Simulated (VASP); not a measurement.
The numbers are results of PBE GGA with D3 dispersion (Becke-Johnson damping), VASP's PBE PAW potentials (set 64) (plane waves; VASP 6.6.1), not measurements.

VASP ran on this input.

INCAR:
```
SYSTEM = CsSnI3
PREC = Accurate; ENCUT = 520; LREAL = .FALSE.
LASPH = .TRUE.
EDIFF = 1E-7; NELM = 100; ALGO = Normal
LMAXMIX = 4
ISMEAR = -5
GGA = PE; IVDW = 12
ISIF = 2
LWAVE = .FALSE.; LCHARG = .TRUE.; LORBIT = 11
NEDOS = 601
LEFG = .TRUE.
```

File KPOINTS:
```
Automatic mesh
0
Gamma
4 4 4
0 0 0
```

**POSCAR**
```
CsSnI3
6.2007540
  0.9999999701   0.0000000000   0.0000000000
  0.0000000000   0.9999999701   0.0000000000
  0.0000000000   0.0000000000   0.9999999701
Cs Sn I
1 1 3
Cart
  0.0000000000   0.0000000000   0.0000000000
  0.4999999850   0.4999999850   0.4999999850
  0.4999999850   0.0000000000   0.4999999850
  0.0000000000   0.4999999850   0.4999999850
  0.4999999850   0.4999999850   0.0000000000
```

POTCAR, in this order: Cs_sv Sn_d I (PBE.64 set). Program: vasp_std.

The run wrote:

OUTCAR:
```
 ion  position               nearest neighbor table
   1  0.000  0.000  0.000-
   2  0.500  0.500  0.500-   3 3.10   4 3.10   5 3.10   5 3.10   3 3.10   4 3.10
   3  0.500  0.000  0.500-   2 3.10   2 3.10
   4  0.000  0.500  0.500-   2 3.10   2 3.10
   5  0.500  0.500  0.000-   2 3.10   2 3.10
  LATTYP: Found a simple cubic cell.
 ALAT       =     6.2007538145
 Subroutine PRICEL returns:
 Original cell was already a primitive cell.
 Subroutine GETGRP returns: Found 48 space group operations
The static configuration has the point symmetry O_h .
The dynamic configuration has the point symmetry O_h .
 Subroutine INISYM returns: Found 48 space group operations
 Subroutine IBZKPT returns following result:
 Found     10 irreducible k-points:

 Following reciprocal coordinates:
            Coordinates               Weight
  0.000000  0.000000  0.000000      1.000000
  0.250000  0.000000  0.000000      6.000000
  0.500000  0.000000  0.000000      3.000000
  0.250000  0.250000  0.000000     12.000000
  0.500000  0.250000  0.000000     12.000000
  0.500000  0.500000  0.000000      3.000000
  0.250000  0.250000  0.250000      8.000000
  0.500000  0.250000  0.250000     12.000000
  0.500000  0.500000  0.250000      6.000000
  0.500000  0.500000  0.500000      1.000000
   k-points           NKPTS =     10   k-points in BZ     NKDIM =     10   number of bands    NBANDS=     26
   number of dos      NEDOS =    601   number of ions     NIONS =      5
   total plane-waves  NPLWV = 110592
   dimension x,y,z NGX =    48 NGY =   48 NGZ =   48
   dimension x,y,z NGXF=    96 NGYF=   96 NGZF=   96
   ions per type =               1   1   3
   PREC   = accura    normal or accurate (medium, high low for compatibility)
   ISTART =      0    job   : 0-new  1-cont  2-samecut
   ICHARG =      2    charge: 1-file 2-atom 10-const
   ISPIN  =      1    spin polarized calculation?
   LNONCOLLINEAR =      F non collinear calculations
   LSORBIT =      F    spin-orbit coupling
   INIWAV =      1    electr: 0-lowe 1-rand  2-diag
   ENCUT  =  520.0 eV  38.22 Ry    6.18 a.u.  11.53 11.53 11.53*2*pi/ulx,y,z
   NELM   =    100;   NELMIN=  2; NELMDL= -5     # of ELM steps
   EDIFF  = 0.1E-06   stopping-criterion for ELM
   LREAL  =      F    real-space projection
   NLSPLINE    = F    spline interpolate recip. space projectors
   LMAXMIX     =    4 max onsite mixed and CHGCAR
   VOSKOWN=      0    Vosko Wilk Nusair interpolation
   EDIFFG = 0.1E-05   stopping-criterion for IOM
   NSW    =      0    number of steps for IOM
   NBLOCK =      1;   KBLOCK =      1    inner block; outer block
   IBRION =     -1    ionic relax: 0-MD 1-quasi-New 2-CG
   NFREE  =      0    steps in history (QN), initial steepest desc. (CG)
   ISIF   =      2    stress and relaxation
   ISYM   =      2    0-nonsym 1-usesym 2-fastsym
   TEIN   =    0.0    initial temperature
   TEBEG  =    0.0;   TEEND  =   0.0 temperature during run
   SMASS  =  -3.00    Nose mass-parameter (am)
   PSTRESS=    0.0 pullay stress
   NELECT =      44.0000    total number of electrons
   EFERMI =   0.00;   METHOD = LEGACY
   ISMEAR =    -5;   SIGMA  =   0.20  broadening in eV -4-tet -1-fermi 0-gaus
   IALGO  =     38    algorithm
   LDIAG  =      T    sub-space diagonalisation (order eigenvalues)
   IMIX   =      4    mixing-type and parameters
     AMIX     =   0.40;   BMIX     =  1.00
     AMIX_MAG =   1.60;   BMIX_MAG =  1.00
     AMIN     =   0.10
   GGA     = PE    functional components
   VOSKOWN =     0    Vosko Wilk Nusair interpolation
   LHFCALC =     F    Hartree Fock is set to
   LHFONE  =     F    Hartree Fock one center treatment
   AEXX    =    0.0000 exact exchange contribution
   IVDW    =    12    specifies the selected vdW correction
...
```

**OSZICAR**
```
       N       E                     dE             d eps       ncg     rms          rms(c)
DAV:   1     0.359991878798E+03    0.35999E+03   -0.18325E+04   520   0.154E+03
DAV:   2     0.318513399307E+02   -0.32814E+03   -0.32140E+03   610   0.318E+02
DAV:   3    -0.123341518108E+02   -0.44185E+02   -0.43967E+02   646   0.126E+02
DAV:   4    -0.141583453354E+02   -0.18242E+01   -0.18202E+01   668   0.296E+01
DAV:   5    -0.142140826869E+02   -0.55737E-01   -0.55729E-01   820   0.478E+00    0.425E+00
DAV:   6    -0.139621029401E+02    0.25198E+00   -0.45450E-01   672   0.367E+00    0.282E+00
DAV:   7    -0.139389879566E+02    0.23115E-01   -0.31511E-01   662   0.240E+00    0.999E-01
DAV:   8    -0.139430676086E+02   -0.40797E-02   -0.42251E-02   604   0.147E+00    0.284E-01
DAV:   9    -0.139430950627E+02   -0.27454E-04   -0.22927E-03   670   0.376E-01    0.127E-01
DAV:  10    -0.139433807965E+02   -0.28573E-03   -0.87164E-04   636   0.184E-01    0.518E-02
DAV:  11    -0.139434302669E+02   -0.49470E-04   -0.32470E-04   614   0.127E-01    0.250E-02
DAV:  12    -0.139434330926E+02   -0.28256E-05   -0.29172E-05   630   0.339E-02    0.207E-02
DAV:  13    -0.139434320461E+02    0.10465E-05   -0.16284E-06   636   0.876E-03    0.678E-03
DAV:  14    -0.139434315228E+02    0.52322E-06   -0.11772E-06   688   0.809E-03    0.170E-03
DAV:  15    -0.139434315342E+02   -0.11376E-07   -0.47204E-07   542   0.484E-03
   1 F= -.15200872E+02 E0= -.15200872E+02  d E =0.000000E+00
```

OUTCAR:
```
------------------------ aborting loop because EDIFF is reached ----------------------------------------
 Edisp (eV)   -1.25744
  FORCE on cell =-STRESS in cart. coord.  units (eV):
  Direction    XX          YY          ZZ          XY          YZ          ZX
  --------------------------------------------------------------------------------------
  Total       0.00854     0.00854     0.00854    -0.00000    -0.00000     0.00000
  in kB       0.05738     0.05738     0.05738    -0.00000    -0.00000     0.00000
  external pressure =        0.06 kB  Pullay stress =        0.00 kB
  volume of cell :      238.41
      direct lattice vectors                 reciprocal lattice vectors
     6.200753814  0.000000000  0.000000000     0.161270715  0.000000000  0.000000000
     0.000000000  6.200753814  0.000000000     0.000000000  0.161270715  0.000000000
     0.000000000  0.000000000  6.200753814     0.000000000  0.000000000  0.161270715
 POSITION                                       TOTAL-FORCE (eV/Angst)
 -----------------------------------------------------------------------------------
      0.00000      0.00000      0.00000         0.000000      0.000000      0.000000
      3.10038      3.10038      3.10038         0.000000      0.000000      0.000000
      3.10038      0.00000      3.10038         0.000000      0.000000      0.000000
      0.00000      3.10038      3.10038         0.000000      0.000000      0.000000
      3.10038      3.10038      0.00000         0.000000      0.000000      0.000000
 -----------------------------------------------------------------------------------
    total drift:                                0.000000     -0.000000     -0.000000
  FREE ENERGIE OF THE ION-ELECTRON SYSTEM (eV)
  ---------------------------------------------------
  free  energy   TOTEN  =       -15.2008718237 eV

  energy  without entropy=      -15.2008718237  energy(sigma->0) =      -15.20087182

 total charge

# of ion       s       p       d       tot
------------------------------------------
    1        1.830   4.709   0.012   6.551
    2        1.420   0.621   9.994  12.035
    3        1.508   2.795   0.011   4.313
    4        1.508   2.795   0.011   4.313
    5        1.508   2.795   0.011   4.313
--------------------------------------------------
tot          7.773  13.714  10.038  31.525

 Electric field gradients after diagonalization (V/A^2)
 (convention: |V_zz| > |V_xx| > |V_yy|)
----------------------------------------------------------------------
 ion       V_xx      V_yy      V_zz     asymmetry (V_yy - V_xx)/ V_zz
----------------------------------------------------------------------
   1       0.000     0.000     0.000      -0.018
   2       0.000    -0.000     0.000      -0.287
   3    -181.946  -181.946   363.892       0.000
   4    -181.946  -181.946   363.892       0.000
   5    -181.946  -181.946   363.892       0.000
```
(Selected blocks of OUTCAR.)

The compound is CsSnI3 in the cubic perovskite structure, the ideal cubic form; the compound distorts at low or room temperature. It was relaxed first.
